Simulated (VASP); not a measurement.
Here is the system:

```yaml
crystal:
  lattice:
    - [8.48696, 0.00000, 0.00000]
    - [0.00000, 8.48696, 0.00000]
    - [0.00000, 0.00000, 8.48696]
  atoms:
    - { symbol: Mg, position: [0.50009, 0.99980, 0.00037] }
    - { symbol: Mg, position: [0.75026, 0.24978, 0.00039] }
    - { symbol: Mg, position: [0.75022, 0.00007, 0.25001] }
    - { symbol: Mg, position: [0.00001, 0.00004, 0.00007] }
    - { symbol: Mg, position: [0.24976, 0.24962, 0.00047] }
    - { symbol: Mg, position: [0.50007, 0.49962, 0.00090] }
    - { symbol: Mg, position: [0.75047, 0.75027, 0.00062] }
    - { symbol: Mg, position: [0.24947, 0.99968, 0.24984] }
    - { symbol: Mg, position: [0.49981, 0.24667, 0.24775] }
    - { symbol: Mg, position: [0.75282, 0.49977, 0.24792] }
    - { symbol: Mg, position: [0.50010, 0.99958, 0.50019] }
    - { symbol: Mg, position: [0.75299, 0.24694, 0.50060] }
    - { symbol: Mg, position: [0.75064, 0.99983, 0.75059] }
    - { symbol: Mg, position: [0.99999, 0.50002, 0.00049] }
    - { symbol: Mg, position: [0.24969, 0.75016, 0.00039] }
    - { symbol: Mg, position: [0.99989, 0.24982, 0.25018] }
    - { symbol: Mg, position: [0.24688, 0.49986, 0.24777] }
    - { symbol: Mg, position: [0.49987, 0.75250, 0.24739] }
    - { symbol: Mg, position: [0.00006, 0.99985, 0.50012] }
    - { symbol: Mg, position: [0.24696, 0.24671, 0.50047] }
    - { symbol: Mg, position: [0.75285, 0.75289, 0.50024] }
    - { symbol: Mg, position: [0.24989, 0.99989, 0.75054] }
    - { symbol: Mg, position: [0.50029, 0.24657, 0.75341] }
    - { symbol: Mg, position: [0.75292, 0.50022, 0.75367] }
    - { symbol: Mg, position: [0.99983, 0.75010, 0.25006] }
    - { symbol: Mg, position: [0.00006, 0.50019, 0.50084] }
    - { symbol: Mg, position: [0.24745, 0.75268, 0.50032] }
    - { symbol: Mg, position: [0.00021, 0.24990, 0.75064] }
    - { symbol: Mg, position: [0.24754, 0.49994, 0.75364] }
    - { symbol: Mg, position: [0.50021, 0.75281, 0.75361] }
    - { symbol: Mg, position: [0.00036, 0.75022, 0.75037] }
    - { symbol: O, position: [0.74973, 0.25011, 0.25087] }
    - { symbol: O, position: [0.99983, 0.49996, 0.24842] }
    - { symbol: O, position: [0.00009, 0.24777, 0.50055] }
    - { symbol: O, position: [0.24996, 0.24998, 0.25062] }
    - { symbol: O, position: [0.49981, 0.49954, 0.23827] }
    - { symbol: O, position: [0.74975, 0.74965, 0.25053] }
    - { symbol: O, position: [0.99980, 0.99994, 0.24961] }
    - { symbol: O, position: [0.50010, 0.23684, 0.50062] }
    - { symbol: O, position: [0.76267, 0.50005, 0.50077] }
    - { symbol: O, position: [0.00014, 0.75209, 0.50026] }
    - { symbol: O, position: [0.74992, 0.25017, 0.75025] }
    - { symbol: O, position: [0.00027, 0.50008, 0.75270] }
    - { symbol: O, position: [0.99990, 0.24957, 0.00025] }
    - { symbol: O, position: [0.25002, 0.74963, 0.25047] }
    - { symbol: O, position: [0.49991, 0.99975, 0.24814] }
    - { symbol: O, position: [0.23745, 0.49990, 0.50067] }
    - { symbol: O, position: [0.50003, 0.76217, 0.50026] }
    - { symbol: O, position: [0.75225, 0.99973, 0.50022] }
    - { symbol: O, position: [0.25059, 0.25005, 0.75032] }
    - { symbol: O, position: [0.50022, 0.49992, 0.76354] }
    - { symbol: O, position: [0.75010, 0.74989, 0.75028] }
    - { symbol: O, position: [0.00027, 0.00003, 0.75063] }
    - { symbol: O, position: [0.50011, 0.24753, 0.00064] }
    - { symbol: O, position: [0.75214, 0.49990, 0.00075] }
    - { symbol: O, position: [0.00008, 0.75048, 0.00022] }
    - { symbol: O, position: [0.24793, 0.99974, 0.50020] }
    - { symbol: O, position: [0.25047, 0.74971, 0.75020] }
    - { symbol: O, position: [0.50024, 0.99954, 0.75254] }
    - { symbol: O, position: [0.24788, 0.49990, 0.00068] }
    - { symbol: O, position: [0.50009, 0.75198, 0.00057] }
    - { symbol: O, position: [0.75067, 0.00016, 0.00040] }
    - { symbol: O, position: [0.24942, 0.99988, 0.00019] }
    - { symbol: Ca, position: [0.50001, 0.49950, 0.50089] }
```

These are HSE06 screened hybrid, VASP's PBE PAW potentials (set 64) (plane waves; VASP) values and carry that method's errors. Numerical set-up: PREC = Normal, LREAL = Auto, ISYM = 0, EDIFF = 1E-5, 400 eV cut-off, 1×1×1 Γ-centred mesh, Gaussian smearing of 0.050 eV, potentials Mg O Ca_sv.

The supercell is sampled at Γ alone, which is coarse: total energies, pressure and levels can be off, energies of defects by several tenths of an eV.

What does the run give for the energy per atom (σ→0)?

The energy per atom (σ→0) is -7.125 eV/atom.

Only differences to runs with the same potentials and settings are physical.

The cell is a supercell with a defect, built from MgO (rock salt): Ca_Mg. The cell's shape comes from a PBE relaxation. The run is not spin-polarised, so no state with unpaired spins was tried.
